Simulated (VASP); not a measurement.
**Rb2As under changes of volume**

One of the cells (46.845 Å³/atom); the others are scaled copies at fixed shape and fractional positions:

```
Rb As
1.0
     4.14678    0.00000    0.00000
     0.00000    4.14678    0.00000
     0.00000    0.00000    8.17255
Rb As
2 1
Direct
  0.50000 0.50000 0.76821
  0.50000 0.50000 0.23179
  0.00000 0.00000 0.00000
```

The cell was built by a generator and needn't be a form met in nature.

* Program: VASP 6.6.1
* Functional: PBE
* Potentials or basis: VASP PAW PBE potentials, release 64 (Rb_sv, As)
* Cutoff: 520 eV
* k mesh: 7 × 7 × 4
* Occupations: fermi-dirac, width 0.05 eV
* Spin: no spin polarisation

| volume (Å³/atom) | energy over the lowest point (meV/atom) | pressure (GPa) | largest force (eV/Å) |
| --- | --- | --- | --- |
| 43.170 | 29.81 | 1.8 | 0.203 |
| 44.089 | 20.48 | 1.4 | 0.139 |
| 45.007 | ? | ? | ? |
| 46.845 | 3.62 | 0.5 | 0.025 |
| 47.763 | 1.14 | 0.3 | 0.072 |
| 48.682 | 0.00 | 0.1 | 0.115 |

Question: What does the run at 45.007 Å³/atom give?

Answer: Energy over the lowest point 13.13 meV/atom; pressure 1.1 GPa; largest force 0.080 eV/Å.

Worked out: A Birch-Murnaghan fit of order 3 (a polynomial in V^(-2/3)) to the other rows has its minimum at 49.08 Å³/atom, just outside them, with B0 = V·E''(V) = 10.8 GPa and B' = 4.1 at fixed shape and positions, which overstates the stiffness. It gives 13.13 meV/atom at 45.007 Å³/atom, against the run's 13.13, and -dE/dV = 1.1 GPa, against 1.1.

Energies are extrapolated to zero smearing.
